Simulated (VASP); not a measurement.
These are PBE GGA, VASP's PBE PAW potentials (set 64) (plane waves; VASP 6.6.1) values and carry that method's errors.

VASP ran on this input.

INCAR:
```
PREC  =  Accurate
GGA  =  PE
LWAVE  =  .False.
LREAL  =  Auto   # projection in real space or not
LASPH  =  .True.
NSW  =  50   # most ionic steps
ALGO  =  Normal   # blocked Davidson
EDIFFG  =  -0.01   # ionic stop
IBRION  =  2   # conjugate gradients
ENCUT  =  240   # plane-wave cut-off (eV)
NELM  =  100   # most electronic steps
ISIF  =  3   # ions, shape and volume
SIGMA  =  0.136   # width (eV)
ISMEAR  =  -1   # Fermi-Dirac
LCHARG  =  .False.
EDIFF  =  1E-6   # SCF stop (eV)
SYSTEM  =  Si3N4
```

### POSCAR
```
Si3N4
1
    0.0000000000     3.9970670000     3.9970670000
    3.9970670000     0.0000000000     3.9970670000
    3.9970670000     3.9970670000     0.0000000000
Si N
6 8
Direct
  0.1250000000   0.1250000000   0.1250000000
  0.6250000000   0.1250000000   0.1250000000
  0.1250000000   0.6250000000   0.1250000000
  0.1250000000   0.1250000000   0.6250000000
  0.7500000000   0.7500000000   0.7500000000
  0.5000000000   0.5000000000   0.5000000000
  0.3626000000   0.3626000000   0.3626000000
  0.9122000000   0.3626000000   0.3626000000
  0.3626000000   0.9122000000   0.3626000000
  0.3626000000   0.3626000000   0.9122000000
  0.8874000000   0.8874000000   0.8874000000
  0.3378000000   0.8874000000   0.8874000000
  0.8874000000   0.3378000000   0.8874000000
  0.8874000000   0.8874000000   0.3378000000
```

### KPOINTS
```
Regular mesh
0
G
 7 7 7
0 0 0
```

POTCAR, in this order: Si N (PBE.64 set). Program: vasp_std.

At this cut-off the stress carries a Pulay error, which pulls relaxed volumes low. Energy and stress use the plane-wave basis of the starting cell.

Question: Estimate the energy per atom (σ→0), volume per atom, band gap (on the k-mesh).

Answer: 
| Property | Result |
|---|---|
| energy per atom (σ→0) | -8.517 eV/atom |
| band gap (on the k-mesh) | 3.74 eV |
| volume per atom | 7.46 Å³/atom |

File OSZICAR:
```
...
  11 F= -.11923823E+03 E0= -.11923823E+03  d E =0.808117E-04
       N       E                     dE             d eps       ncg     rms          rms(c)
DAV:   1    -0.119238774384E+03   -0.54723E-03   -0.62077E-02  1968   0.137E+00    0.101E-01
DAV:   2    -0.119238761804E+03    0.12580E-04   -0.12844E-03  1872   0.187E-01    0.300E-02
DAV:   3    -0.119238741407E+03    0.20398E-04   -0.10230E-04  1968   0.560E-02    0.129E-02
DAV:   4    -0.119238742499E+03   -0.10926E-05   -0.20032E-05  1792   0.212E-02    0.121E-02
DAV:   5    -0.119238742190E+03    0.30912E-06   -0.16321E-06  1264   0.830E-03
  12 F= -.11923874E+03 E0= -.11923874E+03  d E =-.434158E-03
```

The structure was generated: Si3N4 was put into an ordered model structure, which need not be its known phase. This run relaxes it. Symmetry was kept, so distortions that lower it aren't found. The run is one of a series of settings (EDIFFG = -0.01, ENCUT = 240, IBRION = 2, ISIF = 3, NSW = 50 against the base run), some of them coarse on purpose.
